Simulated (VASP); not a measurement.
The input files of a VASP run:

**KPOINTS**
```
Automatic mesh
0
Gamma
11 11 11
0 0 0
```

**POSCAR**
```
LuGe2
1
   -1.7263782814     1.7263782814     4.8437643246
    1.7263782814    -1.7263782814     4.8437643246
    1.7263782814     1.7263782814    -4.8437643246
Lu Ge
1 2
Direct
  0.0000000000   0.0000000000   0.0000000000
  0.3090018978   0.3090018978   0.0000000000
  0.6909981022   0.6909981022   0.0000000000
```

### INCAR
```
# general
SYSTEM   =  LuGe2
PREC     =  Accurate
ENCUT    =  400
LREAL    =  .FALSE.
LASPH    =  .TRUE.

# electronic loop
EDIFF    =  1E-6
NELM     =  100
ALGO     =  Normal
LMAXMIX  =  6

# smearing
ISMEAR   =  1
SIGMA    =  0.1

# functional
GGA      =  PS

# ions
IBRION   =  2
NSW      =  60
ISIF     =  3
EDIFFG   =  -0.02

# output
LWAVE    =  .FALSE.
LCHARG   =  .FALSE.
```

POTCAR, in this order: Lu_3 Ge_d (PBE.64 set). Program: vasp_std.

Question: Write an equivalent input for Ansatz.

Answer: One equivalent input (not run):
Ansatz 0.2 input:
```yaml
crystal:
  lattice:
    - [-1.7263783, 1.7263783, 4.8437643]
    - [1.7263783, -1.7263783, 4.8437643]
    - [1.7263783, 1.7263783, -4.8437643]
  atoms:
    - { symbol: Lu, position: [0.0000000, 0.0000000, 0.0000000] }
    - { symbol: Ge, position: [0.3090019, 0.3090019, 0.0000000] }
    - { symbol: Ge, position: [0.6909981, 0.6909981, 0.0000000] }
kpoints:
  mp_grid: { grid: [11, 11, 11] }
hamiltonian:
  xc: pbesol
  pseudopotentials: { kind: paw }
scf:
  occupations: { method: methfessel_paxton, width: 0.1 }
  max_iter: 100
relax:
  max_steps: 60
  f_tol: 0.02
  cell: {}
output: { forces: true, stress: true, eigenvalues: true }
```
Limits of the translation: each code has its own PAW files, so the cut-off isn't converted (ENCUT is set for VASP's; basis.ecutwfc is left out, and Ansatz then takes the one that its files recommend); Ansatz stops its SCF on the density residual and VASP on the energy change (EDIFF).

The structure was generated: LuGe2 was put into the MoSi2 type (I4/mmm), which need not be its known phase. This run relaxes it. Symmetry was kept, so distortions that lower it aren't found. The start is the result of an earlier pass.
